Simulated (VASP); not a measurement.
**LiH (relaxed from the NiAs type structure, space group P6_3/mmc): computed properties**

Level of theory: r2SCAN meta-GGA, VASP's PBE PAW potentials (set 64) (plane waves; VASP).

```json
{
 "space_group": "P6_3/mmc (194)",
 "cell": "a = b = 2.7682 Å, c = 4.8450 Å, α = β = 90.00°, γ = 120.00°",
 "volume_per_atom": "8.04 Å³/atom",
 "band gap (over mesh and band path)": "5.00 eV",
 "smallest direct gap (over mesh and band path)": "5.63 eV",
 "band_edge_character": "indirect, M to L-M at 0.20",
 "density": "0.82 g/cm³"
}
```

```yaml
crystal:
  lattice:
    - [2.76819, 0.00000, 0.00000]
    - [-1.38409, 2.39732, 0.00000]
    - [0.00000, 0.00000, 4.84497]
  atoms:
    - { symbol: Li, position: [0.00000, 0.00000, 0.00000] }
    - { symbol: Li, position: [0.00000, 0.00000, 0.50000] }
    - { symbol: H, position: [0.33333, 0.66667, 0.25000] }
    - { symbol: H, position: [0.66667, 0.33333, 0.75000] }
```

The path is coarsely sampled, so an indirect gap can come out somewhat too large.

The structure was generated: LiH was put into the NiAs type type (P6_3/mmc), which need not be its known phase. It was relaxed first, which changed the volume by +64 %. Symmetry was kept, so distortions that lower it aren't found.
